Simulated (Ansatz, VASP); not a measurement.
# SiSeS (1T-SiSSe, 1 layer) in two plane-wave programs, part 2 of 2

Aim: how closely do two programs agree when they are given the same cell, functional and k mesh? Of the first pair: The structure shown is the start of the Ansatz relaxation below; VASP solves that cell, so the two are compared at the walk's first step.

VASP 6.6.1 and Ansatz 0.2.0.

So far. Step 4 (Comparison): The forces differ by 18 meV/Å r.m.s., which is 0.7 % of the r.m.s. force of 2.803 eV/Å (both taken over all components). With vacuum in the cell, a pressure given here is an average over mostly empty space and none of the material.

### Step 5. Ansatz: relaxation, PBE

Level of this step: Ansatz beside VASP: Kohn-Sham DFT, plane waves, PBE (Ansatz).

This run makes the geometry at which the two programs are then compared.

The structure compared here is the end of the Ansatz relaxation.

The input, input.yaml:

```yaml
crystal:
  lattice:
    - [3.405, 0.0, 0.0]
    - [-1.7025, 2.9488164999, 0.0]
    - [0.0, 0.0, 18.9236433976]
  atoms:
    - { symbol: Se, position: [0.6666666667, 0.3333333333, 0.4491735456] }
    - { symbol: Si, position: [0.0, 0.0, 0.5035613918] }
    - { symbol: S, position: [0.3333333333, 0.6666666667, 0.5508264544] }
kpoints:
  mp_grid: { grid: [12, 12, 1] }
hamiltonian:
  xc: pbe
scf:
  occupations: { method: fermi_dirac, width: 0.05 }
  convergence: { dr2_threshold: 1.0e-08 }
efield:
  axis: 3
  dipole_correction: true
  ramp_position: 0.97
  ramp_width: 0.04
relax:
  f_tol: 0.01
  cell: { fix: [c, alpha, beta] }
output:
  write_potential: true
  write_density: true
  volumetric_format: npy
```

The run is started by

```sh
$ ansatz run input.yaml --threads 4 --pin off --max-ram 8192MiB --backend cpu --events-out ev --progress --plain --runs-dir out
```

Numbers of over 12 decimals in the logs are rounded to 6 here.

What it wrote:

```text
[...]
Crystal: 3 atoms, lattice volume = 190.007 Å³
Basis set: ecut = 420 eV, 3699 PW (Γ), exchange–correlation on 48×48×256 points (8 copies of the dense FFT grid, shifted against one another)
[...]
cell:  # Å, volume = 190.1174 Å³
    - [3.405989, 0.0, 0]
    - [-1.702994, 2.949673, 0]
    - [0, 0, 18.9236433976]
  atoms:
    - { symbol: Se, position: [0.666667, 0.333333, 0.426942] }
    - { symbol: Si, position: [2.2860302046873897e-19, 0, 0.503882] }
    - { symbol: S, position: [0.333333, 0.666667, 0.572737] }
[key lines of the parts left out:]
SCF converged after 4 iterations
Free energy (F): -7008.197896 eV
Fermi energy:    -1.348629 eV
Dipole field:    D = -0.017800 V/Å  (p = -0.018702 e·Å, saw-weighted, corrected)
Work function:   Φ+ = 5.6388 eV   Φ− = 5.3020 eV
P = ⅓ Tr σ = 0.0007 GPa (0.007 kbar)
```

### Step 6. VASP: single point, PBE, relaxed cell, pair 2

The same cell, functional, mesh and smearing now go to VASP, with its own data sets.

The input, INCAR:

```
SYSTEM = SiSeS
PREC = Accurate
ENCUT = 500
EDIFF = 1E-06
NELM = 120
ISMEAR = -1
SIGMA = 0.05
LREAL = .FALSE.
ALGO = Normal
GGA = PE
NBANDS = 14
LORBIT = 11
LWAVE = .FALSE.
LCHARG = .FALSE.
ISIF = 2
LDIPOL = .TRUE.
IDIPOL = 3
DIPOL = 0.5 0.5 0.501
LVHAR = .TRUE.
LASPH = .TRUE.
GGA_COMPAT = .FALSE.
EFERMI = MIDGAP
NELMDL = -8
```

The input, POSCAR:

```
SiSeS
1.0
    3.4059888448      0.0000000000      0.0000000000
   -1.7029944224      2.9496728646      0.0000000000
    0.0000000000      0.0000000000     18.9236433976
Se Si S
1 1 1
Direct
    0.6666666667      0.3333333333      0.4269421357
    0.0000000000      1.0000000000      0.5038822512
    0.3333333334      0.6666666666      0.5727370049
```

The input, KPOINTS:

```
Automatic mesh
0
Gamma
12 12 1
0 0 0
```

The projector-augmented-wave data sets are Se, Si and S (PBE family, release 64).

The run is started by

```sh
$ mpirun -np 1 vasp_std
```

What it wrote:

```text
[... set-up lines as in an earlier step ...]
 entering main loop
       N       E                     dE             d eps       ncg     rms          rms(c)
DAV:   1     0.106956425885E+03    0.10696E+03   -0.51039E+03   532   0.806E+02
DAV:   2    -0.260476107781E+01   -0.10956E+03   -0.10094E+03   908   0.146E+02
DAV:   3    -0.141905055773E+02   -0.11586E+02   -0.11308E+02   712   0.576E+01
DAV:   4    -0.144840313419E+02   -0.29353E+00   -0.29259E+00   694   0.110E+01
[...]
DAV:  23    -0.142832418977E+02   -0.25825E-05   -0.46022E-08   566   0.920E-04    0.525E-04
DAV:  24    -0.142832456730E+02   -0.37753E-05   -0.14213E-07   500   0.116E-03    0.504E-04
DAV:  25    -0.142832461524E+02   -0.47937E-06   -0.21893E-08   548   0.538E-04
   1 F= -.14283246E+02 E0= -.14283212E+02  d E =-.679442E-04
```

Parts of OUTCAR (step 6):

```text
  Total       -0.0138247     -0.0138247      0.0007737      0.0000000      0.0000000     -0.0000000
  in kB       -0.1165046     -0.1165046      0.0065201      0.0000000      0.0000000     -0.0000000
  external PRESSURE =      -0.0754963 kB  Pullay stress =       0.0000000 kB

 POSITION                                       TOTAL-FORCE (eV/Angst)
 -----------------------------------------------------------------------------------
      1.70299      0.98322      8.07930         0.000000     -0.000000     -0.019613
      0.00000      0.00000      9.53529        -0.000000      0.000000      0.031514
      0.00000      1.96645     10.83827        -0.000000      0.000000     -0.011900
 -----------------------------------------------------------------------------------
    total drift:                               -0.000000      0.000000      0.000085

  FREE ENERGIE OF THE ION-ELECTRON SYSTEM (eV)
  ---------------------------------------------------
  free  energy   TOTEN  =       -14.2832461524 eV

  energy  without entropy=      -14.2831782082  energy(sigma->0) =      -14.28321218

[... 1 part as in an earlier step ...]

[... 2 further parts left out ...]
[key lines of the parts left out:]
E-fermi :  -2.1195
```

### Step 7. Differences

What differs besides the data sets and the points named for the pairs above, as far as they apply: the data sets hold 26 valence electrons in Ansatz (on its default PAW (the set named soft_2) files) and 16 in VASP; the cutoff is 420 eV in Ansatz and 500 eV in VASP; Ansatz's pressure holds a Pulay correction, VASP's none. Total energies have different zeros and are not compared.

The two programs side by side:

```csv
quantity,Ansatz,VASP,difference
pressure (GPa),0.00,-0.01,+0.01
gap on the k mesh (eV),0.680,0.676,+0.004
```

At this near-relaxed geometry the largest component of a force difference is 33 meV/Å. A gap on the mesh is an upper bound, since the band edges may lie between its points. With vacuum in the cell, a pressure given here is an average over mostly empty space and none of the material.

### Step 8. Other set-ups

Further runs change the set-up of one program: Ansatz's method, potentials or start, or VASP's data sets, cutoff or form of LDA. The table gives Ansatz less VASP for each quantity, since a change that brings one quantity closer may part another.

```csv
run,r.m.s. force difference (meV/Å),pressure (GPa),gap on the k mesh (eV)
as above,13,0.0083,0.0042
"VASP with the data sets Se, Si_sv_GW and S and a cutoff of 720 eV",16,0.039,-0.0016
```

### Step 9. Outcome

```yaml
r_m_s_force_difference_single_point_pbe_start_cell_pair_1: 0.65 % of the r.m.s. force
r_m_s_force_difference_single_point_pbe_relaxed_cell_pair_2: 13 meV/Å
```

In words: The r.m.s. force difference is 13 meV/Å (single point, PBE, relaxed cell, pair 2), beyond the 12 meV/Å picked in this series as the mark of a large difference. The data sets hold unlike numbers of valence electrons (26 in Ansatz and 16 in VASP), so part of the differences comes from the potentials. Single point, PBE, relaxed cell, pair 2, VASP with the data sets Se, Si_sv_GW and S and a cutoff of 720 eV: the difference in pressure goes from 0.0083 to 0.039 GPa; the difference in gap on the k mesh goes from 0.0042 to -0.0016 eV. Such differences can come from data sets, numerical settings and the points named under the comparisons, not from the functional's error against experiment.

[Lines on the potential files, build, host, timing and source positions are cut from VASP's logs without a mark.]

[Logs are printed without paths, hosts, clocks, repeated set-up lines and the standing remarks that a program may print on its own settings, such as how far it seeks lower states.]

[Hosts, paths, dates, database ids (printed as entryN), source tags and the programs' standing remarks are cut or masked in the printed files.]
